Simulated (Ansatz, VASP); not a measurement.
# SnSe2 in two plane-wave programs, part 2 of 2

One calculation is typed for both programs; each brings its own data sets and cutoff. How far apart do they land?  The cell is taken from a series of runs on this material, whose earlier steps may have relaxed or scaled it; both programs get it as it stands.

VASP 6.6.1 and Ansatz 0.2.0.

So far: Starting point; VASP: single point, PBEsol; Ansatz: single point, PBEsol.

## (4) Differences

Known differences besides the PAW data sets themselves: the data sets hold 138 valence electrons in Ansatz (default PAW (the set named soft_2) files) and 78 in VASP; the cutoff is 420 eV in Ansatz and 400 eV in VASP; Ansatz makes its cores anew for this functional, VASP keeps those of its PBE data sets; VASP leaves aspherical gradient terms in its spheres out (LASPH is not set), Ansatz keeps them. Total energies have different zeros and are not compared.

Both answers:

| quantity | Ansatz | VASP | difference |
| --- | --- | --- | --- |
| gap on the k mesh (eV) | 0.510 | 0.503 | +0.007 |

Forces (eV/Å; atoms numbered as in POSCAR):

| atom | Ansatz x, y, z | VASP x, y, z |
| --- | --- | --- |
| Se1 | 0.000, 0.000, 0.081 | 0.000, 0.000, 0.104 |
| Se2 | 0.000, 0.000, 0.015 | 0.000, 0.000, -0.007 |
| Se3 | 0.000, 0.000, 0.021 | 0.000, 0.000, 0.043 |
| Se4 | 0.000, 0.000, -0.021 | 0.000, 0.000, -0.043 |
| Se5 | 0.000, 0.000, -0.015 | 0.000, 0.000, 0.007 |
| Se6 | 0.000, 0.000, -0.081 | 0.000, 0.000, -0.104 |
| Sn7 | 0.000, 0.000, 0.084 | 0.000, 0.000, 0.083 |
| Sn8 | 0.000, 0.000, 0.000 | 0.000, 0.000, 0.000 |
| Sn9 | 0.000, 0.000, -0.084 | 0.000, 0.000, -0.083 |

The forces differ by 11 meV/Å r.m.s., which is 27.6 % of the r.m.s. force of 0.04 eV/Å (both taken over all components).

## (5) Ansatz: relaxation, PBEsol with D3(BJ)

This run makes the geometry at which the two programs are then compared.

The structure compared here is the end of the Ansatz relaxation.

The input, input.yaml:

```yaml
crystal:
  lattice:
    - [3.811, 0.0, 0.0]
    - [-1.9055, 3.300422814, 0.0]
    - [0.0, 0.0, 30.327728]
  atoms:
    - { symbol: Se, position: [0.333333333, 0.666666667, 0.752701554] }
    - { symbol: Sn, position: [0.0, 0.0, 0.702323102] }
    - { symbol: Se, position: [0.666666667, 0.333333333, 0.651944649] }
    - { symbol: Se, position: [0.333333333, 0.666666667, 0.550378452] }
    - { symbol: Sn, position: [0.0, 0.0, 0.5] }
    - { symbol: Se, position: [0.666666667, 0.333333333, 0.449621548] }
    - { symbol: Se, position: [0.333333333, 0.666666667, 0.348055351] }
    - { symbol: Sn, position: [0.0, 0.0, 0.297676898] }
    - { symbol: Se, position: [0.666666667, 0.333333333, 0.247298446] }
kpoints:
  mp_grid: { grid: [6, 6, 1] }
scf:
  occupations: { method: fermi_dirac, width: 0.02 }
  n_extra_bands: 9
hamiltonian:
  xc: pbesol
  pseudopotentials: { kind: paw }
  dispersion: d3bj
output:
  forces: true
  write_potential: true
  volumetric_format: []
relax:
  f_tol: 0.03
  max_steps: 45
```

Started as:

```console
> ansatz run input.yaml --threads 4 --pin off --max-ram 11264MiB --backend cpu --events-out ev --progress --plain --runs-dir out
```

Numbers of over 12 decimals in the logs are rounded to 6 here.

Log:

```text
[...]
Crystal: 9 atoms, lattice volume = 381.459 Å³
Basis set: ecut = 420 eV, 7481 PW (Γ), exchange–correlation on 54×54×432 points (8 copies of the dense FFT grid, shifted against one another)
Bands: 78, of which v1, the nominal top of the filled ones, is band 69 counted from 1 (68 counted from 0)
Symmetry: 12 space group operations
[...]
k-points: 7 of 36
[...]
atoms:
    - { symbol: Se, position: [0.333333, 0.666667, 0.740054] }
    - { symbol: Sn, position: [0, 0, 0.688090] }
    - { symbol: Se, position: [0.666667, 0.333333, 0.635965] }
    - { symbol: Se, position: [0.333333, 0.666667, 0.551991] }
    - { symbol: Sn, position: [0, 0, 0.500000] }
    - { symbol: Se, position: [0.666667, 0.333333, 0.448009] }
    - { symbol: Se, position: [0.333333, 0.666667, 0.364035] }
    - { symbol: Sn, position: [0, 0, 0.311910] }
    - { symbol: Se, position: [0.666667, 0.333333, 0.259946] }
[key lines of the parts left out:]
SCF converged after 7 iterations
Free energy (F): -50400.227064 eV
Fermi energy:    2.982738 eV
```

## (6) VASP: single point, PBEsol with D3(BJ)

The same cell, functional, mesh and smearing now go to VASP, with its own data sets and cutoff.

The input, INCAR:

```
SYSTEM = SnSe2
PREC = Accurate
ENCUT = 400
EDIFF = 1E-06
NELM = 100
ISMEAR = -1
SIGMA = 0.02
LREAL = .FALSE.
ALGO = Normal
GGA = PS
IVDW = 12
NBANDS = 48
LORBIT = 11
LWAVE = .FALSE.
LCHARG = .FALSE.
KPAR = 4
ISIF = 0
```

The input, POSCAR:

```
SnSe2
1.0
    3.8110000001      0.0000000000      0.0000000000
   -1.9055000001      3.3004228139      0.0000000000
    0.0000000000      0.0000000000     30.3277280000
Se Sn
6 3
Direct
    0.3333333333      0.6666666667      0.7400538887
    0.6666666667      0.3333333333      0.6359646680
    0.3333333333      0.6666666667      0.5519914999
    0.6666666667      0.3333333333      0.4480085001
    0.3333333333      0.6666666667      0.3640353320
    0.6666666667      0.3333333333      0.2599461113
    0.0000000000      0.0000000000      0.6880900811
    0.0000000000      0.0000000000      0.5000000000
    0.0000000000      0.0000000000      0.3119099189
```

The input, KPOINTS:

```
Automatic mesh
0
Gamma
6 6 1
0 0 0
```

The projector-augmented-wave data sets are Se and Sn_d (PBE family, release 64).

Started as:

```console
> mpirun -np 4 vasp_std
```

Log:

```text
[banner, memory and clock lines left out]
running    4 mpi-ranks, on    1 nodes
[...]
[... a notice as in an earlier step ...]

 LDA part: xc-table for (Slater+PW92), standard interpolation
 POSCAR, INCAR and KPOINTS ok, starting setup
[...]
entering main loop
       N       E                     dE             d eps       ncg     rms          rms(c)
DAV:   1     0.680583218089E+03    0.68058E+03   -0.30607E+04   736   0.137E+03
DAV:   2     0.581667809650E+02   -0.62242E+03   -0.60576E+03   736   0.348E+02
DAV:   3    -0.344962452085E+02   -0.92663E+02   -0.90199E+02   816   0.155E+02
DAV:   4    -0.394014462624E+02   -0.49052E+01   -0.48521E+01   800   0.379E+01
[...]
DAV:  21    -0.387801152657E+02   -0.26913E-05   -0.56717E-08   496   0.858E-04    0.176E-04
DAV:  22    -0.387801170036E+02   -0.17380E-05   -0.46991E-08   480   0.674E-04    0.758E-05
DAV:  23    -0.387801176148E+02   -0.61122E-06   -0.20352E-08   472   0.398E-04
   1 F= -.41505126E+02 E0= -.41505126E+02  d E =-.664926E-07
```

From OUTCAR (step 6):

```text
 Edisp (eV)   -2.72501

 POSITION                                       TOTAL-FORCE (eV/Angst)
 -----------------------------------------------------------------------------------
     -0.00000      2.20028     22.44415        -0.000000     -0.000000      0.021519
      1.90550      1.10014     19.28736         0.000000     -0.000000     -0.019484
     -0.00000      2.20028     16.74065         0.000000     -0.000000      0.019753
      1.90550      1.10014     13.58708         0.000000      0.000000     -0.019753
     -0.00000      2.20028     11.04036        -0.000000      0.000000      0.019484
      1.90550      1.10014      7.88357        -0.000000      0.000000     -0.021519
      0.00000      0.00000     20.86821         0.000000     -0.000000     -0.002707
      0.00000      0.00000     15.16386         0.000000      0.000000      0.000000
      0.00000      0.00000      9.45952        -0.000000      0.000000      0.002707
 -----------------------------------------------------------------------------------
    total drift:                                0.000000      0.000000      0.000000

  FREE ENERGIE OF THE ION-ELECTRON SYSTEM (eV)
  ---------------------------------------------------
  free  energy   TOTEN  =       -41.5051260036 eV

  energy  without entropy=      -41.5051259372  energy(sigma->0) =      -41.50512597

[... 1 part as in an earlier step ...]

[... 2 further parts left out ...]
[key lines of the parts left out:]
E-fermi :   0.5925
```

## (7) Differences

Both answers:

| quantity | Ansatz | VASP | difference |
| --- | --- | --- | --- |
| gap on the k mesh (eV) | 0.596 | 0.588 | +0.008 |

At this near-relaxed geometry the largest component of a force difference is 23 meV/Å.

## (8) Looking for the cause

How far does this hang on the set-up? Further runs change one program's set-up at a time, as the table lists.

| run | difference in gap on the k mesh (eV) |
| --- | --- |
| as above | 0.0081 |
| VASP with the data sets Se_GW and Sn_d_GW and a cutoff of 520 eV | 0.0090 |

## (9) Results

* r.m.s. force difference (single point, PBEsol): 11 meV/Å
* difference in gap on the k mesh (single point, PBEsol with D3(BJ)): 0.0081 eV
* r.m.s. force difference (single point, PBEsol with D3(BJ)): 10 meV/Å

What this shows: The r.m.s. force difference is 11 meV/Å (single point, PBEsol), within the 12 meV/Å picked in this series as the mark of a large difference. For single point, PBEsol with D3(BJ): no further run halves the difference in gap on the k mesh. Differences of this kind measure data sets and numerical settings, not the functional's error against experiment.

[Lines on the potential files, build, host, timing and source positions are cut from VASP's logs without a mark.]

[Logs are printed without paths, hosts, clocks, repeated set-up lines and the standing remarks that a program may print on its own settings, such as how far it seeks lower states.]

[Hosts, paths, dates, database ids (printed as entryN), source tags and the programs' standing remarks are cut or masked in the printed files.]
